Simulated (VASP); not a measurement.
Shape and ions are relaxed at each volume.

Energy against volume of TiB2 (AlB2 type). The numbers are results of AM05 GGA, VASP's PBE PAW potentials (set 64) (plane waves; VASP 6.6.1), not measurements.

```
V (Å³/atom)  E (eV/atom)
-----------  -----------
7.849           -8.46784
8.099           -8.48901
8.350           -8.49580
8.600           -8.49018
8.851           -8.47384
```

Task: Fit a third-order Birch-Murnaghan equation of state.

Result: 
```yaml
volume_per_atom: 8.36 Å³/atom
bulk_modulus: 263 GPa
pressure_derivative_of_the_bulk_modulus: 3.91
```

Measured: bulk modulus 240 GPa (computed value off by +9.7 %), as given by Synthesis of Binary Transition Metal Nitrides, Carbides and Borides from the Elements in the Laser-Heated Diamond …. The calculation is for a static lattice, while the measured bulk modulus holds thermal and zero-point effects, which are part of the difference.

The compound is TiB2 in the AlB2 type structure. It was relaxed first.
